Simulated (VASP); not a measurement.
Output of a VASP run:

File OUTCAR:
```
 ion  position               nearest neighbor table
   1  0.000  0.000  0.000-   7 2.63   6 2.63   8 2.63   5 2.63
   2  0.750  0.250  0.500-   6 2.63   5 2.63   7 2.63   8 2.63
   3  0.500  0.500  0.000-   5 2.45   6 2.45   7 2.45   8 2.45
   4  0.250  0.750  0.500-   5 2.45   6 2.45   7 2.45   8 2.45
   5  0.875  0.850  0.475-   3 2.45   4 2.45   1 2.63   2 2.63
   6  0.150  0.625  0.025-   3 2.45   4 2.45   1 2.63   2 2.63
   7  0.375  0.400  0.525-   3 2.45   4 2.45   2 2.63   1 2.63
   8  0.600  0.125  0.975-   3 2.45   4 2.45   2 2.63   1 2.63
  LATTYP: Found a body centered tetragonal cell.
 ALAT       =     5.9587913544
 C/A-ratio  =     1.8985886302
 Subroutine PRICEL returns:
 Original cell was already a primitive cell.
 Subroutine GETGRP returns: Found  8 space group operations
The static configuration has the point symmetry S_4 .
 The point group associated with its full space group is D_2d.
The dynamic configuration has the point symmetry S_4 .
 Subroutine INISYM returns: Found  8 space group operations
 Subroutine IBZKPT returns following result:
 Found     18 irreducible k-points:

 Following reciprocal coordinates:
            Coordinates               Weight
  0.000000  0.000000  0.000000      1.000000
  0.200000  0.000000  0.000000      8.000000
  0.400000  0.000000 -0.000000      8.000000
  0.200000  0.200000  0.000000      8.000000
  0.400000  0.200000 -0.000000     16.000000
 -0.400000  0.200000  0.000000     16.000000
 -0.200000  0.200000  0.000000      4.000000
  0.400000  0.400000 -0.000000      8.000000
 -0.400000  0.400000  0.000000      4.000000
  0.200000  0.200000  0.200000      8.000000
 -0.200000  0.200000  0.200000      4.000000
 -0.400000  0.400000  0.200000      8.000000
 -0.200000  0.400000  0.200000      8.000000
 -0.400000 -0.400000  0.200000      8.000000
 -0.200000 -0.400000  0.200000      8.000000
 -0.200000 -0.200000  0.200000      2.000000
 -0.400000  0.400000  0.400000      4.000000
 -0.400000 -0.400000  0.400000      2.000000
   k-points           NKPTS =     18   k-points in BZ     NKDIM =     18   number of bands    NBANDS=     43
   number of dos      NEDOS =    301   number of ions     NIONS =      8
   total plane-waves  NPLWV = 157464
   dimension x,y,z NGX =    54 NGY =   54 NGZ =   54
   dimension x,y,z NGXF=   108 NGYF=  108 NGZF=  108
   ions per type =               2   2   4
   PREC   = accura    normal or accurate (medium, high low for compatibility)
   ISTART =      0    job   : 0-new  1-cont  2-samecut
   ICHARG =      2    charge: 1-file 2-atom 10-const
   ISPIN  =      1    spin polarized calculation?
   LNONCOLLINEAR =      F non collinear calculations
   LSORBIT =      F    spin-orbit coupling
   INIWAV =      1    electr: 0-lowe 1-rand  2-diag
   ENCUT  =  500.0 eV  36.75 Ry    6.06 a.u.  12.86 12.86 12.86*2*pi/ulx,y,z
   NELM   =    100;   NELMIN=  2; NELMDL= -5     # of ELM steps
   EDIFF  = 0.1E-05   stopping-criterion for ELM
   LREAL  =      F    real-space projection
   NLSPLINE    = F    spline interpolate recip. space projectors
   LMAXMIX     =    4 max onsite mixed and CHGCAR
   VOSKOWN=      0    Vosko Wilk Nusair interpolation
   EDIFFG = -.2E-01   stopping-criterion for IOM
   NSW    =     40    number of steps for IOM
   NBLOCK =      1;   KBLOCK =     40    inner block; outer block
   IBRION =      2    ionic relax: 0-MD 1-quasi-New 2-CG
   NFREE  =      1    steps in history (QN), initial steepest desc. (CG)
   ISIF   =      3    stress and relaxation
   ISYM   =      2    0-nonsym 1-usesym 2-fastsym
   TEIN   =    0.0    initial temperature
   TEBEG  =    0.0;   TEEND  =   0.0 temperature during run
   SMASS  =  -3.00    Nose mass-parameter (am)
   PSTRESS=    0.0 pullay stress
   NELECT =      72.0000    total number of electrons
   EFERMI =   0.00;   METHOD = LEGACY
   ISMEAR =     0;   SIGMA  =   0.05  broadening in eV -4-tet -1-fermi 0-gaus
   IALGO  =     38    algorithm
   LDIAG  =      T    sub-space diagonalisation (order eigenvalues)
   IMIX   =      4    mixing-type and parameters
     AMIX     =   0.40;   BMIX     =  1.00
...
```

OSZICAR:
```
       N       E                     dE             d eps       ncg     rms          rms(c)
DAV:   1     0.702664155261E+03    0.70266E+03   -0.32801E+04  1924   0.266E+03
DAV:   2     0.780176622140E+02   -0.62465E+03   -0.60822E+03  1556   0.808E+02
DAV:   3    -0.274172421271E+02   -0.10543E+03   -0.10390E+03  1750   0.186E+02
DAV:   4    -0.339764949955E+02   -0.65593E+01   -0.65273E+01  1872   0.534E+01
DAV:   5    -0.341209570306E+02   -0.14446E+00   -0.14429E+00  1792   0.809E+00    0.898E+00
DAV:   6    -0.332364745501E+02    0.88448E+00   -0.20687E+00  1800   0.122E+01    0.685E+00
DAV:   7    -0.331371328603E+02    0.99342E-01   -0.81983E-01  1872   0.386E+00    0.283E+00
DAV:   8    -0.331279112840E+02    0.92216E-02   -0.11162E-01  1736   0.279E+00    0.565E-01
DAV:   9    -0.331266776085E+02    0.12337E-02   -0.17135E-02  1800   0.132E+00    0.125E-01
DAV:  10    -0.331264825117E+02    0.19510E-03   -0.18603E-03  1731   0.361E-01    0.474E-02
DAV:  11    -0.331265813231E+02   -0.98811E-04   -0.72224E-04  1808   0.149E-01    0.370E-02
DAV:  12    -0.331265545016E+02    0.26821E-04   -0.17461E-04  1539   0.100E-01    0.146E-02
DAV:  13    -0.331265579435E+02   -0.34418E-05   -0.10761E-05  1688   0.200E-02    0.669E-03
DAV:  14    -0.331265571160E+02    0.82741E-06   -0.44024E-06  1581   0.163E-02
   1 F= -.33126557E+02 E0= -.33126555E+02  d E =-.331266E+02
```

### OUTCAR
```
------------------------ aborting loop because EDIFF is reached ----------------------------------------
  FORCE on cell =-STRESS in cart. coord.  units (eV):
  Direction    XX          YY          ZZ          XY          YZ          ZX
  --------------------------------------------------------------------------------------
  Total       -0.1564866     -0.1564866     -0.0654078      0.0000000      0.0000000      0.0000000
  in kB       -1.2482808     -1.2482808     -0.5217524      0.0000000      0.0000000      0.0000000
  external PRESSURE =      -1.0061047 kB  Pullay stress =       0.0000000 kB
  volume of cell :      200.85
      direct lattice vectors                 reciprocal lattice vectors
    -2.979395677  2.979395677  5.656646757     0.000000000  0.167819267  0.088391590
     2.979395677 -2.979395677  5.656646757     0.167819267  0.000000000  0.088391590
     2.979395677  2.979395677 -5.656646757     0.167819267  0.167819267  0.000000000
 POSITION                                       TOTAL-FORCE (eV/Angst)
 -----------------------------------------------------------------------------------
      0.00000      0.00000      0.00000        -0.000000      0.000000      0.000000
     -0.00000      2.97940      2.82832        -0.000000      0.000000      0.000000
      0.00000      0.00000      5.65665        -0.000000      0.000000     -0.000000
      2.97940     -0.00000      2.82832        -0.000000      0.000000      0.000000
      1.33790      1.48970      7.07081        -0.005194      0.000000     -0.000000
      1.48970     -1.33790      4.24249        -0.000000      0.005194      0.000000
      1.64150      1.48970      1.41416         0.005194      0.000000      0.000000
      1.48970      4.31729     -1.41416        -0.000000     -0.005194     -0.000000
 -----------------------------------------------------------------------------------
    total drift:                                0.000002      0.000002      0.000001
  FREE ENERGIE OF THE ION-ELECTRON SYSTEM (eV)
  ---------------------------------------------------
  free  energy   TOTEN  =       -33.1265571160 eV

  energy  without entropy=      -33.1265520226  energy(sigma->0) =      -33.12655457

 reached required accuracy - stopping structural energy minimisation
```
(Selected blocks of OUTCAR.)

File POSCAR:
```
CdGeAs2
1
   -2.9793956772     2.9793956772     5.6566467575
    2.9793956772    -2.9793956772     5.6566467575
    2.9793956772     2.9793956772    -5.6566467575
Cd Ge As
2 2 4
Direct
  0.0000000000   1.0000000000   1.0000000000
  0.7500000000   0.2500000000   0.5000000000
  0.5000000000   0.5000000000   1.0000000000
  0.2500000000   0.7500000000   0.5000000000
  0.8750000000   0.8495252173   0.4745252173
  0.1504747827   0.6250000000   0.0254747827
  0.3750000000   0.4004747827   0.5254747827
  0.5995252173   0.1250000000   0.9745252173
```

**Question.** Reconstruct the remaining input files.

**Answer.** One answer among several that fit: the input of the run itself, PBEsol GGA, plane waves, VASP's PBE PAW potentials (set 64).

**INCAR**
```
SYSTEM = CdGeAs2
PREC = Accurate
ENCUT = 500
EDIFF = 1E-6
NELM = 100
ALGO = Normal
LREAL = .FALSE.
LASPH = .TRUE.
ISMEAR = 0
SIGMA = 0.05
GGA = PS
LMAXMIX = 4
LWAVE = .FALSE.
LCHARG = .FALSE.
IBRION = 2
ISIF = 3
NSW = 40
EDIFFG = -0.02
```

### KPOINTS
```
Automatic mesh
0
Gamma
5 5 5
0 0 0
```

POTCAR, in this order: Cd Ge_d As (PBE.64 set). Program: vasp_std.

The compound is CdGeAs2 in the chalcopyrite structure. It was relaxed first.
